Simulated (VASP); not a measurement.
Given:

```
CELL_PARAMETERS angstrom
      0.00000     3.21000     3.21000
      3.21000     0.00000     3.21000
      3.21000     3.21000     0.00000
ATOMIC_POSITIONS crystal
  Mg 0.00000 0.00000 0.00000
  Te 0.25000 0.25000 0.25000
```

Level of theory: PBE GGA, VASP's PBE PAW potentials (set 64) (plane waves; VASP 6.6.1). Numerical set-up: 400 eV cut-off, 7×7×7 Γ-centred mesh, tetrahedra with Blöchl corrections, potentials Mg Te.

Unless said otherwise, spin-orbit coupling is left out, though it shifts the bands of the heavy elements here.

### Question
What does the run give for the energy per atom (σ→0), pressure, band gap (on the k-mesh) with the smallest direct gap where there is one?

### Answer

The band gap (on the k-mesh) is 2.50 eV. The smallest direct gap (on the k-mesh) comes out as 2.50 eV, the energy per atom (σ→0) comes out as -3.195 eV/atom and the pressure is 1.52 GPa.

Only differences to runs with the same potentials and settings are physical.

The compound is MgTe in the zinc blende structure, whereas wurtzite is the usual form. The cell was not relaxed at this level. The run is one of a series of settings (ISMEAR = -5, SIGMA removed against the base run), some of them coarse on purpose.
